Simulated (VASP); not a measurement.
# NbTe (P-6m2) in VASP: a series of runs, part 2 of 2

VASP 6.6.1. The steps go on from the part before.

## Step 4: Relaxation of cell and atoms, r2SCAN

Contents of INCAR:

```
  ALGO = Normal
  EDIFF = 1E-6
  EDIFFG = -0.02
  ENCUT = 600
  IBRION = 2
  ISIF = 3
  ISMEAR = 0
  LASPH = True
  LCHARG = False
  LMIXTAU = True
  LREAL = False
  LWAVE = False
  METAGGA = R2SCAN
  NELM = 100
  NSW = 40
  PREC = Accurate
  SIGMA = 0.05
```

Contents of KPOINTS:

```
k-points
0
Gamma
  8 8 7
```

Contents of POSCAR:

```
NbTe
1.0
    3.7029743866      0.0000000000      0.0000000000
   -1.8514871933      3.2068698884      0.0000000000
    0.0000000000      0.0000000000      3.6942110000
Te Nb
1 1
Direct
    0.6666666667      0.3333333333      0.0000000000
    0.0000000000      0.0000000000      0.5000000000
```

Potentials or basis: VASP PAW PBE potentials, release 64 (Te, Nb_sv).

On the command line:

```bash
cat potpaw_PBE.64/Te/POTCAR potpaw_PBE.64/Nb_sv/POTCAR > POTCAR
mpirun -np 1 vasp_std > vasp.out
```

OUTCAR:

```text
EDIFF = 1E-6
   EDIFFG = -0.02
   ENCUT = 600
   IBRION = 2
   ISIF = 3
   ISMEAR = 0
   LASPH = True
   LREAL = False
   METAGGA = R2SCAN
   NELM = 100
   NSW = 40
   PREC = Accurate

 ion  position               nearest neighbor table
   1  0.667  0.333  0.000-   2 2.83   2 2.83   2 2.83   2 2.83   2 2.83   2 2.83
   2  0.000  0.000  0.500-   1 2.83   1 2.83   1 2.83   1 2.83   1 2.83   1 2.83

  LATTYP: Found a hexagonal cell.
 ALAT       =     3.7029743866
 C/A-ratio  =     0.9976334196

  Lattice vectors:

 A1 = (   3.7029743866,   0.0000000000,   0.0000000000)
 A2 = (  -1.8514871933,   3.2068698884,   0.0000000000)
 A3 = (   0.0000000000,   0.0000000000,   3.6942110000)

Analysis of symmetry for initial positions (statically):
=====================================================================
 Subroutine PRICEL returns:
 Original cell was already a primitive cell.

 Routine SETGRP: Setting up the symmetry group for a
 hexagonal supercell.

 Subroutine GETGRP returns: Found 12 space group operations
 (whereof 12 operations were pure point group operations)
 out of a pool of 24 trial point group operations.

The static configuration has the point symmetry D_3h.

Analysis of symmetry for dynamics (positions and initial velocities):
=====================================================================
 Subroutine PRICEL returns:
 Original cell was already a primitive cell.

 Routine SETGRP: Setting up the symmetry group for a
 hexagonal supercell.

 Subroutine GETGRP returns: Found 12 space group operations
 (whereof 12 operations were pure point group operations)
 out of a pool of 24 trial point group operations.

The dynamic configuration has the point symmetry D_3h.

 Subroutine INISYM returns: Found 12 space group operations
 (whereof 12 operations are pure point group operations),
 and found     1 'primitive' translations

----------------------------------------------------------------------------------------

                                     Primitive cell

  volume of cell :      43.8686
[... 135 lines left out ...]
  ext. energy  EPLUGINS =         0.00000000
  ---------------------------------------------------
  free energy    TOTEN  =       -50.66380278 eV

  energy without entropy =      -50.66124894  energy(sigma->0) =      -50.66252586

------------------------ aborting loop because EDIFF is reached ----------------------------------------

  FORCE on cell =-STRESS in cart. coord.  units (eV):
  Direction    XX          YY          ZZ          XY          YZ          ZX
  --------------------------------------------------------------------------------------
  -------------------------------------------------------------------------------------
  Total       -0.4290258     -0.4290258     -0.4953646     -0.0000000      0.0000000      0.0000000
  in kB      -15.6689642    -15.6689642    -18.0918023     -0.0000000      0.0000000      0.0000000
  external PRESSURE =     -16.4765769 kB  Pullay stress =       0.0000000 kB
[... 95 lines left out ...]
--------------------------------------- Ionic step        4  -------------------------------------------

 number of electron      19.0000000 magnetization

 Free energy of the ion-electron system (eV)
  ---------------------------------------------------
  ext. energy  EPLUGINS =         0.00000000
  ---------------------------------------------------
  free energy    TOTEN  =       -50.66686470 eV

  energy without entropy =      -50.66436434  energy(sigma->0) =      -50.66561452

 E-fermi :  11.3344     XC(G=0): -12.0726

 val. band max:       11.2192185974   @ k =   0.2500  -0.0000   0.0000
 cond. band min:      11.3481180811   @ k =   0.2500   0.1250   0.2857
 fundamental gap:      0.1288994838
 Fermi energy:        11.3343642543

 k-point     1 :       0.0000    0.0000    0.0000
  band No.  band energies     occupation
      1     -46.1926      2.00000
      2     -21.6961      2.00000
      3     -21.4913      2.00000
      4     -21.4913      2.00000
      5      -3.7225      2.00000
      6       7.8603      2.00000
      7       7.8603      2.00000
      8       8.1513      2.00000
      9       8.6901      2.00000
     10      11.4048      0.04643
     11      11.4048      0.04643
     12      13.8863      0.00000
     13      13.8863      0.00000
[... 354 lines left out ...]
  band No.  band energies     occupation
      1     -46.1798      2.00000
      2     -21.7432      2.00000
      3     -21.6089      2.00000
      4     -21.5127      2.00000
      5      -1.9124      2.00000
      6       4.6261      2.00000
      7       5.8542      2.00000
      8       7.3197      2.00000
      9       9.4477      2.00000
     10      11.7895      0.00000
     11      11.9765      0.00000
     12      13.5833      0.00000
     13      14.1954      0.00000

 [... further k-points ...]

------------------------ aborting loop because EDIFF is reached ----------------------------------------

  FORCE on cell =-STRESS in cart. coord.  units (eV):
  Direction    XX          YY          ZZ          XY          YZ          ZX
  --------------------------------------------------------------------------------------
  -------------------------------------------------------------------------------------
  Total       -0.0089437     -0.0089437      0.0166099      0.0000000      0.0000000     -0.0000000
  in kB       -0.3310548     -0.3310548      0.6148225      0.0000000      0.0000000     -0.0000000
  external PRESSURE =      -0.0157624 kB  Pullay stress =       0.0000000 kB
[... 17 lines left out ...]
  FREE ENERGIE OF THE ION-ELECTRON SYSTEM (eV)
  ---------------------------------------------------
  free  energy   TOTEN  =       -50.6668647021 eV

  energy  without entropy=      -50.6643643426  energy(sigma->0) =      -50.66561452

 reached required accuracy - stopping structural energy minimisation
```

CONTCAR:

```text
NbTe
   1.00000000000000
     3.6854912866102461   -0.0000000000000000   -0.0000000000000000
    -1.8427456433051230    3.1917290796713855   -0.0000000000000000
     0.0000000000000000   -0.0000000000000000    3.6796513607624113
  Te              Nb
     1     1
Direct
     0.6666666667000030    0.3333333332999970    0.0000000000000000
     1.0000000000000000    0.0000000000000000    0.5000000000000000

  0.00000000E+00  0.00000000E+00  0.00000000E+00
  0.00000000E+00  0.00000000E+00  0.00000000E+00
```

It took 3 min on 1 thread of Intel Xeon 6975P-C (Granite Rapids), shared host; peak memory 0.21 GiB.

Results:

```yaml
Free_energy: -50.6669 eV
Relaxed_volume: 21.64 Å³/atom
Relaxed_cell: a = 3.685 Å, b = 3.685 Å, c = 3.680 Å, α = 90.00°, β = 90.00°, γ = 120.00°
Space_group_after_relaxing_to_0.05_Å: P-6m2 (No. 187)
Energy_gained_by_relaxing: 1.5 meV/atom
Ionic_steps: 4
Pressure_after_relaxing: 0.0 GPa
Band_gap_on_the_k_mesh: none (metal or under the smearing width)
```

The path:
```tsv
step	energy change (eV)	largest force (eV/Å)	pressure (GPa)	volume (Å³)
1	0.0000	0.0000	-1.65	43.87
2	0.0039	0.0000	2.66	42.45
3	-0.0030	0.0000	-0.01	43.30
4	-0.0031	0.0000	0.00	43.28
```

Final structure:
```
Te Nb
1.0
     3.68549    0.00000    0.00000
    -1.84275    3.19173    0.00000
     0.00000    0.00000    3.67965
Te Nb
1 1
Direct
  0.66667 0.33333 0.00000
  0.00000 0.00000 0.50000
```

Levels at points of the mesh, in eV from the Fermi level:
| k point | band 6 | band 7 | band 8 | band 9 | band 10 | band 11 | band 12 | band 13 |
| --- | --- | --- | --- | --- | --- | --- | --- | --- |
| (0.00, 0.00, 0.00) | -3.47 | -3.47 | -3.18 | -2.64 | 0.07 | 0.07 | 2.55 | 2.55 |
| (0.50, 0.00, 0.00) | -7.72 | -4.23 | -2.92 | -2.82 | -0.29 | 1.30 | 1.62 | 3.14 |

Caveat: the PAW data sets were made with another functional, which shifts forces and pressure a little.

## Step 5: Relaxation of cell and atoms, MS2

Contents of INCAR:

```
PREC     = Accurate       # precision mode
ENCUT    = 600            # plane-wave cutoff, eV
EDIFF    = 1E-6           # SCF threshold, eV
ISMEAR   = 0              # smearing method
SIGMA    = 0.05           # smearing width, eV
LREAL    = F              # projectors in reciprocal space
LASPH    = T              # aspherical terms in the spheres
NELM     = 80             # most SCF steps
ALGO     = Normal         # electronic algorithm
ISIF     = 3              # what is computed and relaxed
LWAVE    = F              # write WAVECAR
LCHARG   = F              # write CHGCAR
METAGGA  = MS2            # meta-GGA
LMIXTAU  = T            
IBRION   = 2              # ionic algorithm
NSW      = 60             # ionic steps
EDIFFG   = -0.02          # ionic threshold
```

Contents of KPOINTS:

```
Automatic mesh
0
Gamma
  8 8 7
```

POSCAR is that of step 4.

On the command line:

```bash
cat potpaw_PBE.64/Te/POTCAR potpaw_PBE.64/Nb_sv/POTCAR > POTCAR
mpirun -np 1 vasp_std > vasp.out
```

Run time: 4.8 min. Hardware: 1 thread of Intel Xeon 6975P-C (Granite Rapids), shared host; peak memory 0.21 GiB.

The run converged. Its results:

```
Free energy                            : -9.2288 eV
Relaxed volume                         : 20.94 Å³/atom
Relaxed cell                           : a = 3.621 Å, b = 3.621 Å, c = 3.688 Å, α = 90.00°, β = 90.00°, γ = 120.00°
Space group after relaxing (to 0.05 Å) : P-6m2 (No. 187)
Energy gained by relaxing              : 17.2 meV/atom
Ionic steps                            : 6
Pressure after relaxing                : 0.0 GPa
Band gap on the k mesh                 : none (metal or under the smearing width)
```

Stress tensor (GPa, compression positive):
```
 0.07  0.00  0.00
 0.00  0.07  0.00
 0.00  0.00 -0.06
```

The path:
```csv
step,energy change (eV),largest force (eV/Å),pressure (GPa),volume (Å³)
1,0.0000,0.0000,-5.28,43.87
2,0.0447,0.0000,10.06,39.44
3,-0.0315,0.0000,-0.05,42.06
4,-0.0315,0.0000,0.04,42.03
5,-0.0337,0.0000,0.03,41.95
6,-0.0344,0.0000,0.03,41.88
```

Final structure:
```cif
data_structure
_symmetry_space_group_name_H-M 'P 1'
_symmetry_Int_Tables_number 1
_cell_length_a 3.6213
_cell_length_b 3.6213
_cell_length_c 3.6878
_cell_angle_alpha 90.000
_cell_angle_beta 90.000
_cell_angle_gamma 120.000
_cell_volume 41.88
loop_
_atom_site_label
_atom_site_type_symbol
_atom_site_fract_x
_atom_site_fract_y
_atom_site_fract_z
_atom_site_occupancy
Te1 Te 0.66667 0.33333 0.00000 1
Nb1 Nb 0.00000 0.00000 0.50000 1
```

Levels at points of the mesh, in eV from the Fermi level:
```csv
k point,band 8,band 9,band 10,band 11,band 12,band 13
"(0.00, 0.00, 0.00)",-3.21,-2.61,0.09,0.09,2.63,2.63
"(0.50, 0.00, 0.00)",-2.93,-2.60,-0.29,1.40,1.79,3.08
```

Caveat: the PAW data sets were made with another functional, which shifts forces and pressure a little.

## Step 6: For comparison

An earlier run on the cell as given: functional PBE; potentials or basis VASP PAW PBE potentials, release 64 (Te, Nb_sv); cutoff 520 eV; k mesh 8 × 8 × 7; occupations fermi-dirac, width 0.05 eV; no spin polarisation.

- Pressure: -0.8 GPa
- Band gap on the k mesh: none (metal or under the smearing width)

## Step 7: Summary

| task | level | potentials or basis | cell | k mesh | cutoff (eV) | smearing | ladder | mesh quality | gap on the mesh (eV) | pressure (GPa) | relaxed volume (Å³/atom) |
| --- | --- | --- | --- | --- | --- | --- | --- | --- | --- | --- | --- |
| relaxation of cell and atoms | PBE+D3(BJ) | VASP PAW PBE potentials, release 64 (Te, Nb_sv) | relaxed | 8 × 8 × 6 | 600 | fermi-dirac 0.05 eV | gaps | not flagged | none | 0.1 | 20.85 |
| single point | PBE | VASP PAW PBE potentials, release 64 (Te_GW, Nb_sv_GW) | as given | 4 × 4 × 4 | 400 | gaussian 0.02 eV | - | coarse | none | -1.0 | - |
| relaxation of cell and atoms | r2SCAN | VASP PAW PBE potentials, release 64 (Te, Nb_sv) | relaxed | 8 × 8 × 7 | 600 | gaussian 0.05 eV | - | not flagged | none | 0.0 | 21.64 |
| relaxation of cell and atoms | MS2 | VASP PAW PBE potentials, release 64 (Te, Nb_sv) | relaxed | 8 × 8 × 7 | 600 | gaussian 0.05 eV | - | not flagged | none | 0.0 | 20.94 |
| single point | PBE | VASP PAW PBE potentials, release 64 (Te, Nb_sv) | as given | 8 × 8 × 7 | 520 | fermi-dirac 0.05 eV | - | not flagged | none | -0.8 | - |

Alike in all rows: no spin polarisation.

Caveats: some runs use coarse meshes; the PAW data sets were made with another functional, which shifts forces and pressure a little (some runs); pairwise dispersion overbinds metals, which lowers pressure and volume (some runs).

Total energies depend on the potentials used, so only differences within one code and one set of settings carry meaning.
